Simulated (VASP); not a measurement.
# TiSi2: structure and properties in VASP, part 2 of 5

Wanted: the relaxed cell of TiSi2 and its properties. Left out of this account: 1 further run (relaxation: it shows nothing beyond the runs told). The start is a computed cell from the Materials Project.

VASP 6.6.1; PBE with D3(BJ); plane waves and PAW (Ti_sv, Si).

So far. Step 2 (Relaxing cell and atoms (PBE + D3(BJ))): It ends with a largest force of 0.010 eV/Å and a pressure of 0.01 GPa. Step 3 (Second relaxation): It ends with a largest force of 0.010 eV/Å and a pressure of -0.03 GPa. The volume moved by under 0.01 %: the run met its threshold at the first step.

### 4. Density, ELF and potential (PBE + D3(BJ))

A single point on the relaxed cell gives a clean self-consistent state, with density, ELF and potential written out.

INCAR reads:

```
SYSTEM = TiSi2
PREC = Accurate
ENCUT = 400
EDIFF = 1E-06
NELM = 100
ISMEAR = 0
SIGMA = 0.05
LREAL = .FALSE.
ALGO = Normal
GGA = PE
IVDW = 12
NBANDS = 26
LASPH = .TRUE.
LORBIT = 11
LWAVE = .FALSE.
LCHARG = .TRUE.
ISIF = 2
LELF = .TRUE.
LVHAR = .TRUE.
```

POSCAR reads:

```
TiSi2
1.0
    3.4991087470      0.0000000000      0.0000000000
    0.0000000000      0.0000000000      3.5366215432
    1.7495543735     -6.6182274379      0.0000000000
Ti Si
2 4
Direct
    0.1021586661      0.7500000000      0.7956826678
    0.8978413339      0.2500000000      0.2043173322
    0.4395943902      0.7500000000      0.1208112196
    0.5604056098      0.2500000000      0.8791887804
    0.7505201556      0.7500000000      0.4989596888
    0.2494798444      0.2500000000      0.5010403112
```

KPOINTS reads:

```
Automatic mesh
0
Gamma
8 8 8
0 0 0
```

Potentials, in the order of the species: Ti_sv and Si (PBE family, release 64).

On the command line:

```
> mpirun -np 4 vasp_std
```

The program printed:

```text
[banner, memory and clock lines left out]
running    4 mpi-ranks, on    1 nodes
 distrk:  each k-point on    4 cores,    1 groups
 distr:  one band on    1 cores,    4 groups

 POSCAR found type information on POSCAR TiSi
 POSCAR found :  2 types and       6 ions
 LDA part: xc-table for (Slater+PW92), standard interpolation
|                                                                             |
|           W    W    AA    RRRRR   N    N  II  N    N   GGGG   !!!           |
|           W    W   A  A   R    R  NN   N  II  NN   N  G    G  !!!           |
|           W    W  A    A  R    R  N N  N  II  N N  N  G       !!!           |
|           W WW W  AAAAAA  RRRRR   N  N N  II  N  N N  G  GGG   !            |
|           WW  WW  A    A  R   R   N   NN  II  N   NN  G    G                |
|           W    W  A    A  R    R  N    N  II  N    N   GGGG   !!!           |
|                                                                             |
|     The number of bands has been changed from the values supplied in        |
|     The orbitals not found in the WAVECAR file will be initialized with     |
|     random numbers, which is usually adequate. For correlated               |
|     calculations, however, you should redo the groundstate calculation.     |
|     I found NBANDS = 26. Now, NBANDS = 28.                                  |
|                                                                             |

 POSCAR, INCAR and KPOINTS ok, starting setup
 FFT: planning ... GRIDC
 FFT: planning ... GRID_SOFT
 FFT: planning ... GRID
 WAVECAR not read
 entering main loop
       N       E                     dE             d eps       ncg     rms          rms(c)
DAV:   1     0.350164717601E+03    0.35016E+03   -0.16373E+04  5880   0.128E+03
DAV:   2    -0.811749355422E+00   -0.35098E+03   -0.34173E+03  5948   0.394E+02
DAV:   3    -0.411943910920E+02   -0.40383E+02   -0.39736E+02 10076   0.115E+02
DAV:   4    -0.441779213914E+02   -0.29835E+01   -0.29664E+01  8152   0.281E+01
DAV:   5    -0.443425828787E+02   -0.16466E+00   -0.16460E+00  8984   0.583E+00    0.198E+01
DAV:   6    -0.413562253046E+02    0.29864E+01   -0.36617E+01  8080   0.425E+01    0.752E+00
DAV:   7    -0.407500641998E+02    0.60616E+00   -0.86072E+00  7804   0.214E+01    0.592E+00
DAV:   8    -0.406554965940E+02    0.94568E-01   -0.80036E-01  7776   0.666E+00    0.954E-01
DAV:   9    -0.406548494656E+02    0.64713E-03   -0.60541E-02  8448   0.172E+00    0.636E-01
DAV:  10    -0.406554949492E+02   -0.64548E-03   -0.12223E-02  8212   0.834E-01    0.209E-01
DAV:  11    -0.406552456578E+02    0.24929E-03   -0.28045E-03  8068   0.397E-01    0.304E-02
DAV:  12    -0.406552363790E+02    0.92789E-05   -0.13708E-04  7684   0.863E-02    0.934E-03
DAV:  13    -0.406552369304E+02   -0.55144E-06   -0.57714E-06  7544   0.162E-02
   1 F= -.43968033E+02 E0= -.43967061E+02  d E =-.194356E-02
```

The job ended after 31 s (4 MPI ranks of Intel Xeon Platinum 8259CL at 2.50GHz (Skylake/Cascade Lake), shared host; peak memory 0.71 GiB; 2 min of CPU time).

OUTCAR, selected parts (step 4):

```text
 Found    105 irreducible k-points:

   k-points           NKPTS =    105   k-points in BZ     NKDIM =    105   number of bands    NBANDS=     28

   NELECT =      40.0000    total number of electrons

 E-fermi :  11.0550

 k-point     1 :       0.0000    0.0000    0.0000
  band No.  band energies     occupation
    ...
     15       8.4453      2.00000
     16       8.4963      2.00000
     17       8.8333      2.00000
     18       8.9745      2.00000
     19       9.0365      2.00000
     20      11.4715      0.00000
     21      11.8664      0.00000
     22      11.9412      0.00000
     23      11.9509      0.00000
     24      12.3601      0.00000
    ...

 k-point     2 :       0.1250    0.0000    0.0000
  band No.  band energies     occupation
    ...
     15       8.1892      2.00000
     16       8.3886      2.00000
     17       8.6032      2.00000
     18       9.3848      2.00000
     19       9.5489      2.00000
     20      11.2234      0.00000
     21      11.6277      0.00000
     22      11.9912      0.00000
     23      12.0181      0.00000
     24      12.1918      0.00000
    ...

 Edisp (eV)   -3.31280

  Total       0.02207    -0.05688    -0.01934     0.00000    -0.00000     0.00000
  in kB       0.43178    -1.11270    -0.37841     0.00000    -0.00000     0.00000
  external pressure =       -0.35 kB  Pullay stress =        0.00 kB

 POSITION                                       TOTAL-FORCE (eV/Angst)
 -----------------------------------------------------------------------------------
      1.74955     -5.26601      2.65247         0.000000      0.009860     -0.000000
      3.49911     -1.35222      0.88416        -0.000000     -0.009860      0.000000
      1.74955     -0.79956      2.65247         0.000000      0.002430     -0.000000
      3.49911     -5.81867      0.88416         0.000000     -0.002430      0.000000
      3.49911     -3.30223      2.65247        -0.000000     -0.009943     -0.000000
      1.74955     -3.31600      0.88416         0.000000      0.009943     -0.000000
 -----------------------------------------------------------------------------------
    total drift:                                0.000000     -0.000000      0.000000

  FREE ENERGIE OF THE ION-ELECTRON SYSTEM (eV)
  ---------------------------------------------------
  free  energy   TOTEN  =       -43.9680325217 eV

  energy  without entropy=      -43.9660889615  energy(sigma->0) =      -43.96706074

[... 9 parts as in an earlier step ...]

[... 5 further parts left out ...]
```

Numbers from this step:

| Item | Value |
| --- | --- |
| SCF cycles | 13 |
| bands | 28 |
| pressure | -0.03531 GPa |

Valence electrons inside each PAW sphere by angular momentum. Sphere charges, by row:

```csv
atom,s (e),p (e),d (e),tot (e)
Ti1,2.167,6.155,2.141,10.46
Ti2,2.167,6.155,2.141,10.46
Si3,0.771,0.931,0,1.702
Si4,0.771,0.931,0,1.702
Si5,0.747,0.906,0,1.652
Si6,0.747,0.906,0,1.652
```

Electrostatic potential energy in the bc plane of the conventional cell at fractional x = 0.000, with atoms of Ti and Si within 0.2 Å of it. With pseudopotentials it is smooth inside the atoms' cores, unlike the true potential.

Ten even steps from '0' (-91 eV) to '9' (1 eV), each cell a mean:
```
9975569999999986468999999975579999999
9843348999999961016999999840048999999
9842247999999961016999999840048999999
9965468999999985458999999974479999999
9998899987899999899877899998899876799
9999999731379999998522589999999743479
9999999610169999998300389999999532369
9999999731379999998511589999999643479
9998899977799999999877899999999876789
```
Columns run along b (13.2 Å; values clipped at the 3rd and 97th percentile), rows up along c (3.5 Å), edges of the conventional cell, whose origin can differ from the input's. Atoms in or near the plane, at fractional coordinates: Ti at (0.10, 0.75), Ti at (0.90, 0.25), Si at (0.44, 0.75), Si at (0.56, 0.25), Si at (0.75, 0.75), Si at (0.25, 0.25).

Valence density in the bc plane of the conventional cell at fractional x = 0.000, with atoms of Ti and Si within 0.2 Å of it. It is the smooth field of the valence electrons, not physical close to the nuclei.

Ten steps, logarithmic in the rise over the least value, from '0' (0 e/Å³) to '9' (13 e/Å³), each cell a mean:
```
2356653332222233333333222333333222222
2479974222222232123322222331133222222
2479974222222232123322222331133222222
2357753332222233333333222333333222222
2223333333322223333333322223333345432
2222223332333222233322332222223578742
2222223320233222233201232222223699852
2222223332233222233322332222223578752
2223333333332223333333322223333345432
```
Columns run along b (13.2 Å), rows up along c (3.5 Å), edges of the conventional cell, whose origin can differ from the input's. Atoms in or near the plane, at fractional coordinates: Ti at (0.10, 0.75), Ti at (0.90, 0.25), Si at (0.44, 0.75), Si at (0.56, 0.25), Si at (0.75, 0.75), Si at (0.25, 0.25).

ELF in the bc plane of the conventional cell at fractional x = 0.000, with atoms of Ti and Si within 0.2 Å of it. It is the smooth field of the valence electrons, not physical close to the nuclei.

Ten even steps from '0' (0.09) to '9' (0.94), each cell a mean:
```
1024421354212466556666544553576300012
0158951122001453114543336741157532232
0159951122001453014543336740157632232
1024521354212466556666545653476310012
1000003665444467777767753334663111101
1211136742366444556433652012431257520
1332357620267432344201452001210389830
1221136741366434555423552002331268520
1100013665444467777767753234663112100
```
Columns run along b (13.2 Å), rows up along c (3.5 Å), edges of the conventional cell, whose origin can differ from the input's. Atoms in or near the plane, at fractional coordinates: Ti at (0.10, 0.75), Ti at (0.90, 0.25), Si at (0.44, 0.75), Si at (0.56, 0.25), Si at (0.75, 0.75), Si at (0.25, 0.25).

In this run the pressure is -0.04 GPa, small enough to go on.

### 5. Bands along the symmetry lines (PBE + D3(BJ))

The mesh alone shows little of the dispersion and can miss band extrema, so KPOINTS_OPT adds a path through the symmetry points after the self-consistent cycle.

INCAR reads:

```
SYSTEM = TiSi2
PREC = Accurate
ENCUT = 400
EDIFF = 1E-06
NELM = 100
ISMEAR = 0
SIGMA = 0.05
LREAL = .FALSE.
ALGO = Normal
GGA = PE
IVDW = 12
NBANDS = 36
LASPH = .TRUE.
LORBIT = 11
LWAVE = .FALSE.
LCHARG = .FALSE.
KPAR = 4
```

POSCAR is that of step 4.

KPOINTS is that of step 4.

KPOINTS_OPT reads:

```
Line mode
16
Line-mode
Reciprocal
  0.00000000   0.00000000   0.00000000 GAMMA
  0.53494150   0.00000000   0.26747075 X

  0.53494150   0.00000000   0.26747075 X
  0.50000000   0.00000000   0.00000000 S

  0.50000000   0.00000000   0.00000000 S
  0.50000000   0.50000000   0.00000000 R

  0.50000000   0.50000000   0.00000000 R
  0.53494150   0.50000000   0.26747075 A

  0.53494150   0.50000000   0.26747075 A
  0.00000000   0.50000000   0.00000000 Z

  0.00000000   0.50000000   0.00000000 Z
  0.00000000   0.00000000   0.00000000 GAMMA

  0.00000000   0.00000000   0.00000000 GAMMA
  0.00000000   0.00000000  -0.50000000 Y

  0.00000000   0.00000000  -0.50000000 Y
  0.46505850   0.00000000  -0.26747075 X1

  0.46505850   0.00000000  -0.26747075 X1
  0.46505850   0.50000000  -0.26747075 A1

  0.46505850   0.50000000  -0.26747075 A1
  0.00000000   0.50000000  -0.50000000 T

  0.00000000   0.50000000  -0.50000000 T
  0.00000000   0.00000000  -0.50000000 Y

  0.00000000   0.50000000   0.00000000 Z
  0.00000000   0.50000000  -0.50000000 T
```

On the command line:

```
> mpirun -np 4 vasp_std
```

The program printed:

```text
[... set-up lines as in an earlier step ...]
 entering main loop
       N       E                     dE             d eps       ncg     rms          rms(c)
DAV:   1     0.352330265415E+03    0.35233E+03   -0.15392E+04  7592   0.991E+02
DAV:   2    -0.401226873567E+01   -0.35634E+03   -0.33979E+03  7648   0.321E+02
DAV:   3    -0.414148206818E+02   -0.37403E+02   -0.36498E+02 11572   0.930E+01
DAV:   4    -0.442330900068E+02   -0.28183E+01   -0.27845E+01 10468   0.226E+01
DAV:   5    -0.443430109537E+02   -0.10992E+00   -0.10986E+00 10552   0.401E+00    0.198E+01
DAV:   6    -0.413953157349E+02    0.29477E+01   -0.17545E+01  9848   0.330E+01    0.744E+00
DAV:   7    -0.407590570749E+02    0.63626E+00   -0.44833E+00  9036   0.174E+01    0.627E+00
DAV:   8    -0.406592932490E+02    0.99764E-01   -0.47459E-01  9060   0.554E+00    0.884E-01
DAV:   9    -0.406544977314E+02    0.47955E-02   -0.60970E-02  9568   0.173E+00    0.600E-01
DAV:  10    -0.406552885541E+02   -0.79082E-03   -0.48139E-03  9900   0.470E-01    0.216E-01
DAV:  11    -0.406552634610E+02    0.25093E-04   -0.10629E-03  9900   0.268E-01    0.526E-02
DAV:  12    -0.406552344106E+02    0.29050E-04   -0.11389E-04  9276   0.813E-02    0.201E-02
DAV:  13    -0.406552369883E+02   -0.25777E-05   -0.89301E-06 10688   0.184E-02    0.456E-03
DAV:  14    -0.406552372502E+02   -0.26191E-06   -0.99372E-07  5944   0.834E-03
   1 F= -.43968033E+02 E0= -.43967061E+02  d E =-.194335E-02
 Start KPOINTS_OPT (optional k-point list driver)
k-point batch [1-105\192]
       N       E                     dE             ncg
DAV:   1     0.104433370034E+05   -0.86203E+05     7568
DAV:   2    -0.271839133025E+05   -0.37627E+05     7720
DAV:   3    -0.312450705291E+05   -0.40612E+04    11512
DAV:   4    -0.315428383453E+05   -0.29777E+03    10176
DAV:   5    -0.315558909009E+05   -0.13053E+02    10068
DAV:   6    -0.315559754119E+05   -0.84511E-01     9752
DAV:   7    -0.315559775949E+05   -0.21830E-02    10232
DAV:   8    -0.315559776382E+05   -0.43268E-04     8632
DAV:   9    -0.315559776402E+05   -0.20127E-05     6256
DAV:  10    -0.315559776404E+05   -0.18207E-06     5108
k-point batch [106-192\192]
       N       E                     dE             ncg
DAV:   1     0.113730164074E+05   -0.68561E+05     6280
DAV:   2    -0.199584801267E+05   -0.31331E+05     6368
DAV:   3    -0.233296559891E+05   -0.33712E+04     9584
DAV:   4    -0.235932836237E+05   -0.26363E+03     8472
DAV:   5    -0.236044831906E+05   -0.11200E+02     8480
DAV:   6    -0.236045616438E+05   -0.78453E-01     8164
DAV:   7    -0.236045638088E+05   -0.21649E-02     8680
DAV:   8    -0.236045638516E+05   -0.42845E-04     7508
DAV:   9    -0.236045638532E+05   -0.16159E-05     5244
DAV:  10    -0.236045638534E+05   -0.14910E-06     4500
```

The job ended after 74 s (4 MPI ranks; peak memory 1.6 GiB; 4.8 min of CPU time).

Parts of OUTCAR (step 5):

```text
   k-points           NKPTS =    105   k-points in BZ     NKDIM =    105   number of bands    NBANDS=     36

   NELECT =      40.0000    total number of electrons

 E-fermi :  11.0547

 k-point     1 :       0.0000    0.0000    0.0000
  band No.  band energies     occupation
    ...
     15       8.4451      2.00000
     16       8.4962      2.00000
     17       8.8330      2.00000
     18       8.9743      2.00000
     19       9.0364      2.00000
     20      11.4710      0.00000
     21      11.8658      0.00000
     22      11.9411      0.00000
     23      11.9504      0.00000
     24      12.3599      0.00000
    ...

 Edisp (eV)   -3.31280

  Total       0.04830    -0.03046     0.00950     0.00000     0.00000     0.00000
  in kB       0.94484    -0.59596     0.18582     0.00000     0.00000     0.00000
  external pressure =        0.18 kB  Pullay stress =        0.00 kB

 POSITION                                       TOTAL-FORCE (eV/Angst)
 -----------------------------------------------------------------------------------
      1.74955     -5.26601      2.65247         0.000000      0.009780     -0.000000
      3.49911     -1.35222      0.88416         0.000000     -0.009780     -0.000000
      1.74955     -0.79956      2.65247         0.000000      0.002334      0.000000
      3.49911     -5.81867      0.88416         0.000000     -0.002334      0.000000
      3.49911     -3.30223      2.65247        -0.000000     -0.009954      0.000000
      1.74955     -3.31600      0.88416         0.000000      0.009954      0.000000
 -----------------------------------------------------------------------------------
    total drift:                                0.000000     -0.000000      0.000000

  FREE ENERGIE OF THE ION-ELECTRON SYSTEM (eV)
  ---------------------------------------------------
  free  energy   TOTEN  =       -43.9680328415 eV

  energy  without entropy=      -43.9660894872  energy(sigma->0) =      -43.96706116

[... 8 parts as in an earlier step ...]

[... 8 further parts left out ...]
```

The cell is typed on its shortest vectors, so the axes of tensors and the coordinates of k-points follow the printed cell and not the standard setting.

Numbers from this step:

- SCF cycles: 14
- bands: 36
- pressure: 0.01782 GPa

Electronic bands along the path, in eV, zero at the Fermi level; # counts the bands kept, so #1 is VASP's band 9:

```csv
point,#9,#10,#11,#12,#13,#14,#15,#16
Γ,-2.22,-2.08,-2.02,0.42,0.81,0.89,0.90,1.31
0.47 of the way,-2.37,-1.47,-1.34,-0.66,0.73,0.81,1.03,1.09
X,-1.89,-1.04,-0.80,-0.79,-0.25,1.23,1.44,1.61
0.53 of the way,-1.83,-1.23,-0.79,-0.70,-0.37,1.25,1.64,1.67
S,-1.82,-1.36,-0.66,-0.62,-0.60,1.26,1.55,1.71
0.47 of the way,-3.51,-2.75,-1.69,-1.62,0.86,1.16,1.73,1.98
R,-3.20,-3.20,-2.56,-2.56,1.82,1.82,1.96,1.96
0.47 of the way,-3.30,-3.30,-2.49,-2.49,1.83,1.83,1.96,1.96
A,-3.41,-3.41,-2.43,-2.43,1.86,1.86,1.96,1.96
0.53 of the way,-2.91,-2.91,-1.33,-1.33,0.54,0.54,1.81,1.81
Z,-1.70,-1.70,-0.04,-0.04,1.09,1.09,1.53,1.53
0.47 of the way,-1.90,-1.83,-0.46,-0.39,0.20,0.44,1.37,2.02
Γ,-2.22,-2.08,-2.02,0.42,0.81,0.89,0.90,1.31
0.53 of the way,-2.51,-2.01,-1.23,0.36,0.77,0.88,0.88,0.89
Y,-2.58,-1.95,-1.18,0.33,0.64,0.67,0.92,1.32
0.47 of the way,-2.84,-1.64,-0.33,-0.23,0.02,0.22,1.14,1.80
X1,-1.89,-1.04,-0.80,-0.79,-0.25,1.23,1.44,1.61
0.47 of the way,-2.96,-2.93,-1.82,-1.54,0.84,1.33,1.73,1.98
A1,-3.41,-3.41,-2.43,-2.43,1.86,1.86,1.96,1.96
0.47 of the way,-3.17,-3.17,-2.44,-2.44,1.79,1.79,1.92,1.92
T,-2.18,-2.18,-0.93,-0.93,0.59,0.59,1.72,1.72
0.47 of the way,-2.13,-1.94,-1.26,-0.17,0.47,0.71,1.02,1.54
Y,-2.58,-1.95,-1.18,0.33,0.64,0.67,0.92,1.32
jump to Z,-1.70,-1.70,-0.04,-0.04,1.09,1.09,1.53,1.53
0.47 of the way,-2.15,-2.15,-0.49,-0.49,0.80,0.80,1.69,1.69
T,-2.18,-2.18,-0.93,-0.93,0.59,0.59,1.72,1.72
```

Of the projections kept (Ti, Si), the largest for each band there; the rest of the weight can lie on other orbitals:

```csv
point,#9,#10,#11,#12,#13,#14,#15,#16
Γ,Ti 0.78,Ti 0.58,Ti 0.50,Ti 1.00,Ti 1.00,Si 0.75,Ti 0.98,Ti 0.79
X,Ti 0.62,Ti 0.77,Ti 0.89,Ti 0.77,Ti 0.75,Ti 0.50,Ti 0.55,Ti 0.96
S,Ti 0.67,Ti 0.64,Ti 0.89,Ti 0.53,Ti 0.87,Si 0.62,Si 0.77,Ti 0.95
R,Si 0.57,Si 0.57,Ti 0.65,Ti 0.65,Ti 0.98,Ti 0.98,Ti 0.99,Ti 0.99
A,Si 0.61,Si 0.61,Ti 0.64,Ti 0.64,Ti 0.99,Ti 0.99,Ti 0.99,Ti 0.99
Z,Ti 0.85,Ti 0.85,Ti 0.75,Ti 0.75,Ti 0.51,Ti 0.51,Ti 0.65,Ti 0.65
```

There is no gap at this level.

(Continued in part 3 of 5.)

[Lines on the potential files, build, host, timing and source positions are cut from VASP's logs without a mark.]

[Logs are printed without paths, hosts, clocks, repeated set-up lines and the standing remarks that a program may print on its own settings, such as how far it seeks lower states.]

[Hosts, paths, dates, database ids (printed as entryN), source tags and the programs' standing remarks are cut or masked in the printed files.]

[A measured line is paired with the nearest computed mode of its activity, which favours agreement.]
